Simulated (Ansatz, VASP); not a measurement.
## Cross-check of Zr (Zirconium) between VASP and Ansatz

One calculation is typed for both programs; each brings its own data sets. How far apart do they land? Of the first pair: The structure shown is the end of the Ansatz relaxation below.

Method: plane waves, with VASP 6.6.1 beside it; single point at PBEsol and zone-centre phonons at PBEsol, in Ansatz 0.2.0.

## 1. Set-up

It takes space group P6_3/mmc (No. 194, hexagonal). Conventional cell: a = 3.138 Å, b = 3.138 Å, c = 5.323 Å, α = 90.00°, β = 90.00°, γ = 120.00°. Zr has 12 Zr at 3.14 to 3.22 Å nearest.

Structure file:

```cif
data_structure
_symmetry_space_group_name_H-M 'P 1'
_symmetry_Int_Tables_number 1
_cell_length_a 3.1382
_cell_length_b 3.1382
_cell_length_c 5.3226
_cell_angle_alpha 90.000
_cell_angle_beta 90.000
_cell_angle_gamma 120.000
_cell_volume 45.40
loop_
_atom_site_label
_atom_site_type_symbol
_atom_site_fract_x
_atom_site_fract_y
_atom_site_fract_z
_atom_site_occupancy
Zr1 Zr 0.33333 0.66667 0.25000 1
Zr2 Zr 0.66667 0.33333 0.75000 1
```

## 2. Ansatz: relaxation, PBEsol

Ansatz runs on its PAW soft_1 files.

This run makes the geometry at which the two programs are then compared.

File input.yaml:

```yaml
crystal:
  lattice:
    - [3.1499249789, 0.0, 0.0]
    - [-1.5749624894, 2.7279150517, 0.0]
    - [0.0, 0.0, 5.322606786]
  atoms:
    - { symbol: Zr, position: [0.33333333, 0.66666667, 0.25] }
    - { symbol: Zr, position: [0.66666667, 0.33333333, 0.75] }
kpoints:
  mp_grid: { grid: [15, 15, 8] }
hamiltonian:
  xc: pbesol
  pseudopotentials: { kind: paw, azcp: { folder: soft_1 }, xc_functional: pbe }
scf:
  occupations: { method: methfessel_paxton, width: 0.2 }
output:
  forces: true
  stress: true
  eigenvalues: true
relax:
  adjacent_minimum: "off"
  f_tol: 0.001
  max_steps: 60
  cell: { stress_tol: 0.01, fix: [c, angles] }
```

Run with:

```
$ ansatz run input.yaml --threads 4 --pin off --max-ram 10240MiB --backend cpu --events-out ev --progress --plain --runs-dir out
```

Numbers of over 12 decimals in the logs are rounded to 6 here.

The log of the run:

```text
Warning: crystal.symmetry: narrowed to the stabiliser of the fixed cell quantities (relax.cell.fix) — unitary ops 24 → 8. The narrowing is safe, since a smaller group never makes results wrong: the run goes on under it, on as many k-points as the starting group would need, or more. Excluded: 16 operations that would move a fixed cell quantity at a test strain (relax.cell.fix fixes c, alpha, beta, gamma). The cell can leave their symmetry as it relaxes.
Engine: ansatz 0.2.0, aarch64-unknown-linux-gnu
Pseudopotentials: kind: paw
Pseudopotential: Zr, paw, valence charge 12, recommended cutoff 420 eV (normal), soft_1/Zr.paw.azcp
Functional definition: PBEsol
  exchange = pbesol_x
  correlation = pbesol_c
Crystal: 2 atoms, lattice volume = 45.736 Å³
Basis set: ecut = 420 eV, 881 PW (Γ), exchange–correlation on 48×48×72 points (8 copies of the dense FFT grid, shifted against one another)
Bands: 16, of which v1, the nominal top of the filled ones, is band 12 counted from 1 (11 counted from 0)
Symmetry: 8 space group operations
k-points: 320 of 1800
Non-local potential: Zr, projectors of the file, l = 0: 3, l = 1: 2, l = 2: 2, l = 3: 1
PAW form: soft (Blöchl's): semilocal exchange-correlation on the pseudo side does not see the compensation charge
PAW frozen core: Zr, regenerated for the run's functional, and the local potential with it (the file was generated under x = pbe(κ = 0.804, μ = 0.219515), c = pbe(β = 0.066725))
PAW one-centre angular grid: Zr, 590 points (default); XC on 64 Gauss nodes
Initial density: superposition of atomic densities (chi_scale 0.1, normalization cell)
Initial wavefunctions: pseudopotential atomic-orbital guess
Functional: x = pbesol(κ = 0.804, μ = 0.123457), c = pbesol(β = 0.046)
SCF iter   1: F=—  HF=-8257.483550 eV  |F-HF|=—  |Δ(HF+E_count)|=         —  Δρ=2.96e-2  dr2=5.11e-1  ethr=3.10e-3  ⟨swp⟩=5.0  Hψ=21375  notcnv=0
preconditioner: auto → Kerker (q_TF=auto, 2.450 Å⁻¹)  [metal: Δε(μ)=0.016 eV  Ē_g=3.322 eV  σ=0.200 eV  W_gap=0.07  n_scr=10 (ndim 8)  ℏωp=15.5 eV  f_vac=0.000  D(μ)=1.98/eV (n_scr^D=22)]
SCF iter   2: F=—  HF=-8257.347922 eV  |F-HF|=—  |Δ(HF+E_count)|=   1.36e-1  S|Δr|=    0.00e0  Δρ=1.75e-2  dr2=1.72e-1  ethr=2.13e-3  ⟨swp⟩=2.0  Hψ=8457  notcnv=0
SCF iter   3: F=—  HF=-8257.290541 eV  |F-HF|=—  |Δ(HF+E_count)|=   5.74e-2  S|Δr|=    0.00e0  Δρ=2.09e-3  dr2=1.25e-3  ethr=7.16e-4  ⟨swp⟩=3.0  Hψ=10175  notcnv=0
SCF iter   4: F=—  HF=-8257.290584 eV  |F-HF|=—  |Δ(HF+E_count)|=   4.33e-5  S|Δr|=    0.00e0  Δρ=3.13e-4  dr2=2.97e-5  ethr=5.20e-6  ⟨swp⟩=2.0  Hψ=8924  notcnv=0
SCF iter   5: F=—  HF=-8257.290600 eV  |F-HF|=—  |Δ(HF+E_count)|=   1.62e-5  S|Δr|=    0.00e0  Δρ=3.45e-5  dr2=2.40e-7  ethr=1.24e-7  ⟨swp⟩=1.1  Hψ=5335  notcnv=0
SCF iter   6: F=-8257.290600 eV  HF=-8257.290600 eV  |F-HF|=9.75e-10  |Δ(HF+E_count)|=   1.08e-7  S|Δr|=    0.00e0  Δρ=6.52e-6  dr2=1.08e-8  ethr=4.17e-10  ⟨swp⟩=5.0  Hψ=22875  notcnv=0
SCF 1 converged in 6 iterations: F = -8257.290600 eV  dr2 = 1.08e-8
  greatest PAW one-centre occupation: 0.996 electrons in one spin orbital (limit 2), on the Zr atom at site 1 (counted from 0), in its partial waves of l = 0
relax step   1: F+E_penalty+E_count = -8257.29060046 eV  Δ(F+E_penalty+E_count) = +0.000e0 eV  max|allowed force component| = 3.033e-7 eV/Å  Δτ_max = 0.0000 Å  P = -2.039 GPa  Ω = 45.736 Å³  fix = [c, alpha, beta, gamma]  reactions: c -4.670 GPa; gamma -0.000 GPa/rad  (6 SCF iters, dr2 threshold 1.00e-7 eV, accepted)
[...]
relax step   2: F+E_penalty+E_count = -8257.29112934 eV  Δ(F+E_penalty+E_count) = -5.289e-4 eV  max|allowed force component| = 2.237e-7 eV/Å  Δτ_max = 0.0000 Å  P = -0.991 GPa  Ω = 45.197 Å³  energy of the carried Pulay correction = +1.633e-5 eV  fix = [c, alpha, beta, gamma]  reactions: c -3.822 GPa; gamma -0.000 GPa/rad  (4 SCF iters, dr2 threshold 2.00e-7 eV, accepted)
[...]
relax step   3: F+E_penalty+E_count = -8257.29138413 eV  Δ(F+E_penalty+E_count) = -2.548e-4 eV  max|allowed force component| = 1.316e-7 eV/Å  Δτ_max = 0.0000 Å  P = -1.382 GPa  Ω = 45.395 Å³  energy of the carried Pulay correction = +1.030e-5 eV  fix = [c, alpha, beta, gamma]  reactions: c -4.141 GPa; gamma -0.000 GPa/rad  (3 SCF iters, dr2 threshold 2.00e-7 eV, accepted)
[...]
relax step   4: F+E_penalty+E_count = -8257.29137384 eV  Δ(F+E_penalty+E_count) = +1.029e-5 eV  max|allowed force component| = 1.287e-7 eV/Å  Δτ_max = 0.0000 Å  P = -1.382 GPa  Ω = 45.395 Å³  fix = [c, alpha, beta, gamma]  reactions: c -4.140 GPa; gamma -0.000 GPa/rad  stress off target by 2.67e-3 GPa on what of the cell is left free  SCF on the basis re-selected at this cell (its energy is not comparable with the rows above)  (5 SCF iters)
basis re-selected at this cell: Δ(F+E_penalty+E_count) = +1.029e-5 eV, ΔP = -0.000 GPa vs the last step (what re-selecting the basis moved, of the pressure what is left beyond the Pulay correction that the steps carried, after the strain that the cell walked since its last selection, with what the two solves' SCF thresholds leave and, on support functions, any second-order correction that the steps lacked; it is no m [...]
SCF converged after 5 iterations
Stability not checked: this state was not tested for a lower state beside it, because cold or Methfessel-Paxton smearing, or corrected tetrahedra, fill the levels in a way that the test cannot read (fill_not_monotonic; see scf.lower_state_search)
Free energy (F): -8257.291374 eV
Harris-Foulkes:  -8257.291374 eV  (|F-HF|=0.00e0)
Internal energy: -8257.294315 eV  (E = F + TS)
E sigma→0 (E₀):  -8257.292109 eV
Entropy (-TS):   0.002942 eV (1.471 meV/atom)
Fermi energy:    14.234538 eV
--- Per-component energies (eV) ---
  E_band       = -185.390397
  E_kinetic    = 632.166165
  E_local      = -1188.012890  (includes V_loc(G=0)·N_el)
  E_nonlocal   = 153.913584
  E_hartree    = 385.834900
  E_xc         = -306.947904
  E_vxc        = -364.314905  (∫ρ·V_xc dr)
  E_paw        = -5819.831623  (= ΣΔE_a)
  E_vpaw       = -190.812103  (= ΣTr[D̂ρ^β])
  E_aug_tail   = -0.000050  (compensation charges beyond the density's cutoff)
  E_ewald      = -2114.747939
  E_core_change = 0.331442  (= ΣΔE_core)
  E_smearing   = 0.002942  (= −TS)
  E_closure    = -0.000000  (closes the sum)
  Σ components = -8257.291374   (vs F -8257.291374, Δ=0.00e0)
--- Forces (eV/Å), atoms counted from 1 ---
  atom   1  Zr     0.00000013    -0.00000007    -0.00000000
  atom   2  Zr    -0.00000013     0.00000007     0.00000000
  max |Σ_I F_I| component: 1.39e-17 eV/Å
--- Stress (GPa, compression-positive) ---
       -0.002666       0.000001       0.000000
        0.000001      -0.002665       0.000000
        0.000000       0.000000      -4.140485
  P = ⅓ Tr σ = -1.3819 GPa (-13.819 kbar)
--- Band table (eV; the first three rows and the last of 320) ---
  k-point 0: bands = [... 8 lower, 8.5494, 11.1145, 14.7371, 15.0514, 15.2225, 15.2225, 15.7984, 15.7984]
  k-point 1: bands = [... 8 lower, 8.6725, 11.0919, 14.6569, 14.8432, 15.1898, 15.1898, 15.7311, 15.7311]
  k-point 2: bands = [... 8 lower, 9.0248, 10.9793, 14.4011, 14.4471, 15.1397, 15.1397, 15.5652, 15.5652]
  k-point 319: bands = [... 8 lower, 11.2991, 11.2991, 12.9856, 12.9856, 16.0121, 16.0121, 16.7627, 16.7627]
--- Relaxed structure (3 steps of the walk, 3 accepted, 1 SCFs on fresh bases) ---
  F+E_penalty+E_count = -8257.29137384 eV   max|allowed force component| = 1.287e-7 eV/Å   (the final SCF, on the basis selected at the relaxed cell)
  cell:  # Å, volume = 45.3954 Å³
    - [3.138185, -2.8759923412832334e-11, 0]
    - [-1.569093, 2.717748, 0]
    - [0, 0, 5.322606786]
  atoms:
    - { symbol: Zr, position: [0.333333, 0.666667, 0.250000] }
    - { symbol: Zr, position: [0.666667, 0.333333, 0.750000] }
```

## 3. VASP: single point, PBEsol

The same cell, functional, mesh and smearing now go to VASP, with its own data sets.

Lines of VASP's logs that name or quote its potential files are left out, and so is its time.

File INCAR:

```
SYSTEM = Zr
PREC = Accurate
ENCUT = 500
EDIFF = 1E-06
NELM = 120
ISMEAR = 1
SIGMA = 0.2
LREAL = .FALSE.
ALGO = Normal
GGA = PS
NBANDS = 18
LASPH = .TRUE.
LORBIT = 11
LWAVE = .FALSE.
LCHARG = .FALSE.
ISIF = 2
GGA_COMPAT = .FALSE.
KPAR = 2
```

File POSCAR:

```
Zr
1.0
    3.1381852686      0.0000000000      0.0000000000
   -1.5690926343      2.7177481644      0.0000000000
    0.0000000000      0.0000000000      5.3226067860
Zr
2
Direct
    0.3333333955      0.6666667289      0.2500000000
    0.6666667289      0.3333333955      0.7500000000
```

File KPOINTS:

```
Automatic mesh
0
Gamma
15 15 8
0 0 0
```

The projector-augmented-wave data sets are Zr_sv (PBE family, release 64).

Run with:

```
$ mpirun -np 2 vasp_std
```

The log of the run:

```text
[banner, memory and clock lines left out]
running    2 mpi-ranks, on    1 nodes
 distrk:  each k-point on    1 cores,    2 groups
 distr:  one band on    1 cores,    1 groups

 POSCAR found type information on POSCAR Zr
 POSCAR found :  1 types and       2 ions
|                                                                             |
|               ----> ADVICE to this user running VASP <----                  |
|                                                                             |
|     You enforced a specific xc type in the INCAR file but a different       |
|     [... a line on the potential file left out ...]
|     I HOPE YOU KNOW WHAT YOU ARE DOING!                                     |
|                                                                             |

 LDA part: xc-table for (Slater+PW92), standard interpolation
 POSCAR, INCAR and KPOINTS ok, starting setup
 FFT: planning ... GRIDC
 FFT: planning ... GRID_SOFT
 FFT: planning ... GRID
 WAVECAR not read
 entering main loop
       N       E                     dE             d eps       ncg     rms          rms(c)
DAV:   1     0.210038810545E+03    0.21004E+03   -0.13158E+04  4868   0.129E+03
DAV:   2    -0.324923869497E+01   -0.21329E+03   -0.20989E+03  5744   0.377E+02
DAV:   3    -0.185317508595E+02   -0.15283E+02   -0.15118E+02  8786   0.726E+01
DAV:   4    -0.189047727509E+02   -0.37302E+00   -0.37267E+00  5648   0.118E+01
DAV:   5    -0.189168025156E+02   -0.12030E-01   -0.12024E-01  7198   0.148E+00    0.158E+01
DAV:   6    -0.182621013898E+02    0.65470E+00   -0.98597E-01  5226   0.777E+00    0.634E+00
DAV:   7    -0.181324378689E+02    0.12966E+00   -0.64501E-01  7116   0.540E+00    0.113E+00
DAV:   8    -0.181366611108E+02   -0.42232E-02   -0.35721E-02  6354   0.153E+00    0.290E-01
DAV:   9    -0.181369679344E+02   -0.30682E-03   -0.16113E-03  6250   0.379E-01    0.291E-02
DAV:  10    -0.181369408014E+02    0.27133E-04   -0.52457E-05  6930   0.422E-02    0.249E-02
DAV:  11    -0.181369430792E+02   -0.22778E-05   -0.89158E-06  5388   0.348E-02    0.215E-03
DAV:  12    -0.181369430080E+02    0.71233E-07   -0.40221E-07  2964   0.504E-03
   1 F= -.18136943E+02 E0= -.18137923E+02  d E =0.293942E-02
```

OUTCAR, selected parts (step 3):

```text
ion  position               nearest neighbor table
   1  0.333  0.667  0.250-   2 3.22   2 3.22   2 3.22   2 3.22   2 3.22   2 3.22
   2  0.667  0.333  0.750-   1 3.22   1 3.22   1 3.22   1 3.22   1 3.22   1 3.22

  LATTYP: Found a hexagonal cell.
 ALAT       =     3.1381852686
 C/A-ratio  =     1.6960779337

 Subroutine GETGRP returns: Found 24 space group operations
 (whereof 12 operations were pure point group operations)

The static configuration has the point symmetry D_3d.
 The point group associated with its full space group is D_6h.

 Found    135 irreducible k-points:

   k-points           NKPTS =    135   k-points in BZ     NKDIM =    135   number of bands    NBANDS=     18

   dimension x,y,z NGX =    24 NGY =   24 NGZ =   40
   dimension x,y,z NGXF=    48 NGYF=   48 NGZF=   80

   ENCUT  =  500.0 eV  36.75 Ry    6.06 a.u.   5.72  5.72  9.70*2*pi/ulx,y,z

   NELECT =      24.0000    total number of electrons

 k-points in reciprocal lattice and weights: Automatic mesh
   0.00000000  0.00000000  0.00000000       0.001
   0.06666667  0.00000000  0.00000000       0.003
   0.13333333  0.00000000  0.00000000       0.003
   0.20000000 -0.00000000  0.00000000       0.003
   0.26666667  0.00000000  0.00000000       0.003
   0.33333333 -0.00000000  0.00000000       0.003
   0.40000000  0.00000000  0.00000000       0.003
   0.46666667 -0.00000000  0.00000000       0.003
   0.06666667  0.06666667  0.00000000       0.003
[...]
0.33333333  0.26666667  0.50000000       0.007
   0.33333333  0.33333333  0.50000000       0.001

 average (electrostatic) potential at core
       1 -74.0688       2 -74.0688

 E-fermi :   9.1245

 k-point     1 :       0.0000    0.0000    0.0000
  band No.  band energies     occupation
    ...
      6     -17.0800      2.00000
      7     -16.9831      2.00000
      8     -16.9831      2.00000
      9       3.4336      2.00000
     10       6.0012      2.00000
     11       9.6281     -0.00214
     12       9.9401     -0.00000
     13      10.1141     -0.00000
     14      10.1141     -0.00000
     15      10.6901     -0.00000
    ...

 k-point     2 :       0.0667    0.0000    0.0000
  band No.  band energies     occupation
    ...
      6     -17.0838      2.00000
      7     -17.0247      2.00000
      8     -16.9895      2.00000
      9       3.5690      2.00000
     10       6.1353      2.00000
     11       9.5315     -0.01426
     12       9.7199     -0.00021
     13      10.1335     -0.00000
     14      10.2415     -0.00000
     15      10.5599     -0.00000
    ...

 k-point     3 :       0.1333    0.0000    0.0000
  band No.  band energies     occupation
    ...
      7     -17.0955      2.00000
      8     -17.0083      2.00000
      9       3.9567      2.00000
     10       6.5011      2.00000
     11       9.1843      0.51867
     12       9.2058      0.37135
     13      10.1233     -0.00000
     14      10.4407     -0.00000
     15      10.6180     -0.00000
     16      11.1723     -0.00000
    ...

  Total        0.0130872      0.0130872     -1.1662732      0.0000000      0.0000000      0.0000000
  in kB        0.4618959      0.4618959    -41.1622135      0.0000000      0.0000000      0.0000000
  external PRESSURE =     -13.4128072 kB  Pullay stress =       0.0000000 kB

  energy-cutoff  :      500.00
  volume of cell :       45.40
      direct lattice vectors                 reciprocal lattice vectors
     3.138185269  0.000000000  0.000000000     0.318655501  0.183975839  0.000000000
    -1.569092634  2.717748164  0.000000000     0.000000000  0.367951679  0.000000000
     0.000000000  0.000000000  5.322606786     0.000000000  0.000000000  0.187877865

 POSITION                                       TOTAL-FORCE (eV/Angst)
 -----------------------------------------------------------------------------------
      0.00000      1.81183      1.33065        -0.000000     -0.000000      0.000000
      1.56909      0.90592      3.99196         0.000000      0.000000      0.000000
 -----------------------------------------------------------------------------------
    total drift:                               -0.000173     -0.000300      0.000001

  FREE ENERGIE OF THE ION-ELECTRON SYSTEM (eV)
  ---------------------------------------------------
  free  energy   TOTEN  =       -18.1369430080 eV

  energy  without entropy=      -18.1398824286  energy(sigma->0) =      -18.13792281

 total charge
# of ion       s       p       d       tot
------------------------------------------
    1        2.238   5.954   1.668   9.860
    2        2.238   5.954   1.668   9.860
--------------------------------------------------
tot          4.477  11.908   3.336  19.721

[... 3 further parts left out ...]
```

The PAW data sets were made with PBE, which is usual practice but a small mismatch for other functionals.

## 4. Differences

Known differences besides the potentials themselves: the cutoff is 420 eV in Ansatz and 500 eV in VASP; Ansatz makes its cores anew for this functional, VASP keeps those of its PBE data sets; Ansatz's pressure holds a Pulay correction, VASP's none. Total energies have different zeros and are not compared.

Both answers:

| quantity | Ansatz | VASP | difference |
| --- | --- | --- | --- |
| pressure (GPa) | -1.38 | -1.34 | -0.04 |

## 5. Ansatz: zone-centre phonons, PBEsol, pair 2

Second derivatives magnify differences that forces hide, and they need a tight electronic threshold. The cell compared in this pair holds 43.11 Å³, against 45.40 Å³ for the pair before.

The cell is taken from a series of runs on this material, whose earlier steps may have relaxed, scaled, displaced or heated it; both programs get it as it stands.

input.yaml, the sections that differ from step 2:

```yaml
crystal:
  lattice:
    - [3.0563455461, 0.0, 0.0]
    - [-1.5281727731, 2.6468728857, 0.0]
    - [0.0, 0.0, 5.328896037]
  atoms:
    - { symbol: Zr, position: [0.3333333333, 0.6666666667, 0.25] }
    - { symbol: Zr, position: [0.6666666667, 0.3333333333, 0.75] }
output:
  eigenvalues: true
phonons:
  method: dfpt
# kpoints, hamiltonian, scf: as in step 2
# relax: removed
```

Run with:

```
$ ansatz run input.yaml --threads 4 --pin off --max-ram 10240MiB --backend cpu --events-out ev --progress --plain --runs-dir out
```

The log of the run:

```text
zone centre: on kpoints.mp_grid the ground state, and the responses unless they are solved on pairs of k-points, stand on 320 of the mesh's 1800 k-points, reduced under 4 symmetry operations, with k and −k counted as one. Each operation leaves every solved displacement unchanged or reverses it
[...]
Crystal: 2 atoms, lattice volume = 43.109 Å³
[...]
k mesh reduced under 4 symmetry operations, with k and −k counted as one. Each operation leaves every solved displacement unchanged or reverses it
  ASR residual: 5.094e-5 → 0.000e0 eV/Å²; symmetrization residual: 1.834e-10 eV/Å²
  ASR residual per site (eV/Å²): 5.09e-5 5.09e-5
  Γ frequencies (cm⁻¹): 0.00 0.00 0.00 55.34 55.34 178.69
  non-analytic LO–TO correction: not included (Born effective charges unavailable; polar crystals: no LO–TO splitting at Γ)
[key lines of the parts left out:]
SCF converged after 8 iterations
Free energy (F): -8257.252819 eV
Fermi energy:    15.079242 eV
```

[end of part 1 of 2]

[Lines on the potential files, build, host, timing and source positions are cut from VASP's logs without a mark.]

[Logs are printed without paths, hosts, clocks, repeated set-up lines and the standing remarks that a program may print on its own settings, such as how far it seeks lower states.]

[Hosts, paths, dates, database ids (printed as entryN), source tags and the programs' standing remarks are cut or masked in the printed files.]
